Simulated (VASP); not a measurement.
# Sr2TeO (P-6m2) in VASP: equation of state, part 2 of 2

VASP 6.6.1.

## 7. Equation of state, PBE, 28.48 Å³/atom (volume scaled by 1.06)

Input file INCAR:

```
ALGO     = Normal         # electronic algorithm
EDIFF    = 1E-7           # SCF threshold, eV
ENCUT    = 520            # plane-wave cutoff, eV
GGA      = PE             # functional
ISIF     = 2              # what is computed and relaxed
ISMEAR   = -1             # smearing method
LASPH    = True           # aspherical terms in the spheres
LCHARG   = False          # write CHGCAR
LREAL    = False          # projectors in reciprocal space
LWAVE    = False          # write WAVECAR
NBANDS   = 24             # bands
NELM     = 80             # most SCF steps
PREC     = Accurate       # precision mode
SIGMA    = 0.05           # smearing width, eV
```

Input file KPOINTS:

```
k-points
0
Gamma
  8 8 4
```

Input file POSCAR:

```
Sr2TeO
1.0
    4.1433190575      0.0000000000      0.0000000000
   -2.0716595287      3.5882214447      0.0000000000
    0.0000000000      0.0000000000      7.6634303656
Sr Te O
2 1 1
Direct
    0.6666700000      0.3333300000      0.7069200000
    0.6666700000      0.3333300000      0.2930800000
    0.0000000000      0.0000000000      0.0000000000
    0.3333300000      0.6666700000      0.5000000000
```

Potentials or basis: VASP PAW PBE potentials, release 64 (Sr_sv, Te, O).

Command:

```sh
$ cat potpaw_PBE.64/Sr_sv/POTCAR potpaw_PBE.64/Te/POTCAR potpaw_PBE.64/O/POTCAR > POTCAR
$ mpirun -np 1 vasp_std > vasp.out
```

OUTCAR:

```text
EDIFF = 1E-7
   ENCUT = 520
   GGA = PE
   ISIF = 2
   ISMEAR = -1
   LASPH = True
   LREAL = False
   NELM = 80
   PREC = Accurate

 Found     63 irreducible k-points:

 Following reciprocal coordinates:
            Coordinates               Weight
  0.000000  0.000000  0.000000      1.000000
  0.125000  0.000000  0.000000      4.000000
 -0.125000  0.125000  0.000000      2.000000
  0.250000  0.000000  0.000000      4.000000
 -0.250000  0.250000  0.000000      2.000000
  0.375000  0.000000  0.000000      4.000000
   k-points           NKPTS =     63   k-points in BZ     NKDIM =     63   number of bands    NBANDS=     24
   number of dos      NEDOS =    301   number of ions     NIONS =      4
   total plane-waves  NPLWV =  61440
   dimension x,y,z NGX =    32 NGY =   32 NGZ =   60
   dimension x,y,z NGXF=    64 NGYF=   64 NGZF=  120
   ions per type =               2   1   1
   NGX,Y,Z   is equivalent  to a cutoff of  12.84, 12.84, 13.02 a.u.
   NGXF,Y,Z  is equivalent  to a cutoff of  25.68, 25.68, 26.03 a.u.
 SYSTEM =  unknown system
   PREC   = accura    normal or accurate (medium, high low for compatibility)
   ISTART =      0    job   : 0-new  1-cont  2-samecut
   ICHARG =      2    charge: 1-file 2-atom 10-const
   ISPIN  =      1    spin polarized calculation?
   LNONCOLLINEAR =      F non collinear calculations
   LSORBIT =      F    spin-orbit coupling
   LASPH  =      T    aspherical Exc in radial PAW
   ENCUT  =  520.0 eV  38.22 Ry    6.18 a.u.   7.70  7.70 14.25*2*pi/ulx,y,z
   NELM   =     80;   NELMIN=  2; NELMDL= -5     # of ELM steps
   EDIFF  = 0.1E-06   stopping-criterion for ELM
   LREAL  =      F    real-space projection
   EDIFFG = 0.1E-05   stopping-criterion for IOM
   NSW    =      0    number of steps for IOM
   IBRION =     -1    ionic relax: 0-MD 1-quasi-New 2-CG
   NFREE  =      0    steps in history (QN), initial steepest desc. (CG)
   ISIF   =      2    stress and relaxation
   ISYM   =      2    0-nonsym 1-usesym 2-fastsym
   POTIM  = 0.5000    time-step for ionic-motion
   TEBEG  =    0.0;   TEEND  =   0.0 temperature during run
   PSTRESS=    0.0 pullay stress
   NELECT =      32.0000    total number of electrons
   NUPDOWN=      -1.0000    fix difference up-down
   EMIN   =  10.00;   EMAX   =-10.00  energy-range for DOS
   EFERMI =   0.00;   METHOD = LEGACY
   ISMEAR =    -1;   SIGMA  =   0.05  broadening in eV -4-tet -1-fermi 0-gaus
   EFERMI_NEDOS =   21; number of points for ismear=-14 and -15
   IALGO  =     38    algorithm
   IMIX   =      4    mixing-type and parameters
     AMIX     =   0.40;   BMIX     =  1.00
     AMIX_MAG =   1.60;   BMIX_MAG =  1.00
  volume/ion in A,a.u.               =      28.48       192.22
  Fermi-wavevector in a.u.,A,eV,Ry     =   1.072115  2.026003 15.638941  1.149430
  Thomas-Fermi vector in A             =   2.207875
   LORBIT       =      0    0 simple, 1 ext, 2 COOP (PROOUT), +10 PAW based schemes
   GGA     = PE    functional components
   LHFCALC =     F    Hartree Fock is set to
   AEXX    =    0.0000 exact exchange contribution
   IVDW    =     0    specifies the selected vdW correction
   LEPSILON=     F    determine dielectric tensor
   LRPA    =     F    only Hartree local field effects (RPA)
 non-spin polarized calculation
  energy-cutoff  :      520.00
  volume of cell :      113.93
 maximum number of plane-waves:      3100
   NGX = 15   NGY = 15   NGZ = 29

 number of electron      32.0000002 magnetization

 Free energy of the ion-electron system (eV)
  ---------------------------------------------------
  ext. energy  EPLUGINS =         0.00000000
  ---------------------------------------------------
  free energy    TOTEN  =       -18.64808681 eV

  energy without entropy =      -18.64805301  energy(sigma->0) =      -18.64806991

 E-fermi :   3.7032     XC(G=0):  -8.7906

 val. band max:        3.3783922493   @ k =   0.0000   0.0000   0.0000
 cond. band min:       3.9600212174   @ k =   0.0000   0.0000   0.0000
 fundamental gap:      0.5816289681
 Fermi energy:         3.7031644383

 k-point     1 :       0.0000    0.0000    0.0000
  band No.  band energies     occupation
      1     -32.2128      2.00000
      2     -32.1275      2.00000
      3     -14.8370      2.00000
      4     -14.1080      2.00000
      5     -14.1080      2.00000
      6     -14.0169      2.00000
[... 16 lines left out ...]
     23       7.8597      0.00000
     24       8.3275      0.00000

 k-point     2 :       0.1250    0.0000    0.0000
  band No.  band energies     occupation
      1     -32.2105      2.00000
      2     -32.1254      2.00000
      3     -14.8133      2.00000
      4     -14.1779      2.00000
      5     -14.1163      2.00000
      6     -14.0489      2.00000
[... 16 lines left out ...]
     23       7.9206      0.00000
     24       8.7564      0.00000

 k-point     3 :      -0.1250    0.1250    0.0000
  band No.  band energies     occupation
      1     -32.2105      2.00000
      2     -32.1254      2.00000
      3     -14.8133      2.00000
      4     -14.1779      2.00000
      5     -14.1163      2.00000
      6     -14.0489      2.00000
[... 16 lines left out ...]
     23       7.9206      0.00000
     24       8.7563      0.00000

 k-point     4 :       0.2500    0.0000    0.0000
  band No.  band energies     occupation
      1     -32.2048      2.00000
      2     -32.1204      2.00000
      3     -14.7540      2.00000
      4     -14.3289      2.00000
      5     -14.1363      2.00000
      6     -14.1243      2.00000
[... 16 lines left out ...]
     23       8.1455      0.00000
     24       8.4036      0.00000

 k-point     5 :      -0.2500    0.2500    0.0000
  band No.  band energies     occupation
      1     -32.2048      2.00000
      2     -32.1204      2.00000
      3     -14.7540      2.00000
      4     -14.3289      2.00000
      5     -14.1363      2.00000
      6     -14.1243      2.00000
[... 16 lines left out ...]
     23       8.1454      0.00000
     24       8.4035      0.00000

 k-point     6 :       0.3750    0.0000    0.0000
  band No.  band energies     occupation
      1     -32.1992      2.00000
      2     -32.1153      2.00000
      3     -14.6913      2.00000
      4     -14.4626      2.00000
      5     -14.1977      2.00000
      6     -14.1561      2.00000
[... 16 lines left out ...]
     23       8.4394      0.00000
     24       8.6648      0.00000

 [... further k-points ...]

------------------------ aborting loop because EDIFF is reached ----------------------------------------

  FORCE on cell =-STRESS in cart. coord.  units (eV):
  Direction    XX          YY          ZZ          XY          YZ          ZX
  --------------------------------------------------------------------------------------
  -------------------------------------------------------------------------------------
  Total       -1.5066521     -1.5068756     -1.8437517     -0.0001922      0.0000000      0.0000000
  in kB      -21.1871595    -21.1903023    -25.9275925     -0.0027025      0.0000000      0.0000000
  external PRESSURE =     -22.7683514 kB  Pullay stress =       0.0000000 kB

 VOLUME and BASIS-vectors are now :
 -----------------------------------------------------------------------------
  energy-cutoff  :      520.00
  volume of cell :      113.93
      direct lattice vectors                 reciprocal lattice vectors
     4.143319058  0.000000000  0.000000000     0.241352400  0.139344800  0.000000000
    -2.071659529  3.588221445  0.000000000     0.000000000  0.278689600  0.000000000
     0.000000000  0.000000000  7.663430366     0.000000000  0.000000000  0.130489866

 POSITION                                       TOTAL-FORCE (eV/Angst)
 -----------------------------------------------------------------------------------
      2.07168      1.19606      5.41743        -0.000013      0.000007      0.168548
      2.07168      1.19606      2.24600        -0.000013      0.000007     -0.168548
      0.00000      0.00000      0.00000         0.000035     -0.000020      0.000000
     -0.00002      2.39216      3.83172        -0.000010      0.000006      0.000000
 -----------------------------------------------------------------------------------
    total drift:                                0.000016      0.000025      0.000000

  FREE ENERGIE OF THE ION-ELECTRON SYSTEM (eV)
  ---------------------------------------------------
  free  energy   TOTEN  =       -18.6480868108 eV

  energy  without entropy=      -18.6480530105  energy(sigma->0) =      -18.64806991
```

Run time: 79 s. Hardware: 1 thread of Intel Xeon 6975P-C (Granite Rapids), shared host; peak memory 0.35 GiB.

What came out:

```yaml
Free_energy: -18.6481 eV
Pressure: -2.3 GPa
Largest_force: 0.169 eV/Å
Band_gap_on_the_k_mesh: 0.58 eV, direct
```

Caveat: spin-orbit coupling is left out, which moves the levels of the heavy elements.

## 8. Equation of state, PBE

Potentials or basis: VASP PAW PBE potentials, release 64 (Sr_sv, Te, O).

This step only gathers the single runs of the series.

What came out:

```yaml
Equilibrium_volume: 27.00 Å³/atom
Bulk_modulus_at_fixed_shape_and_positions: 47 GPa
Pressure_derivative_of_the_bulk_modulus: 4.3
```

Energy against volume, from the lowest point:
| volume (Å³/atom) | energy (meV/atom) |
| --- | --- |
| 25.259 | 18.57 |
| 25.796 | 8.51 |
| 26.334 | 2.45 |
| 26.871 | 0.00 |
| 27.408 | 0.78 |
| 27.946 | 4.46 |
| 28.483 | 10.76 |

Caveat: the cell was scaled at fixed shape and fractional positions, which overstates the stiffness of a crystal with free parameters, most of all of layers and chains. Spin-orbit coupling is left out, which matters for the levels of Te.
